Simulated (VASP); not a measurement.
Energy against volume of Pt (fcc). Level of theory: rev-vdW-DF2, VASP's PBE PAW potentials (set 64) (plane waves; VASP). Run with 520 eV cut-off, 16×16×16 Γ-centred mesh, first-order Methfessel-Paxton smearing of 0.10 eV, potentials Pt.

```
V (Å³/atom)  E (eV/atom)
-----------  -----------
14.468          -3.99128
14.929          -4.03220
15.391          -4.04500
15.853          -4.03460
```

**Question.** Fit these four points and predict the energy of the run at 16.314 Å³/atom.

**Answer.** A cubic in V^(−2/3), the third-order Birch-Murnaghan form, passes through the four points with V0 = 15.40 Å³/atom and B0 = 266 GPa, and gives -4.0052 eV/atom there. The run gave -4.0051 eV/atom, +0.1 meV/atom from the fit; all five points give B0 = 266 GPa.

The compound is Pt in the fcc structure. It was relaxed first.
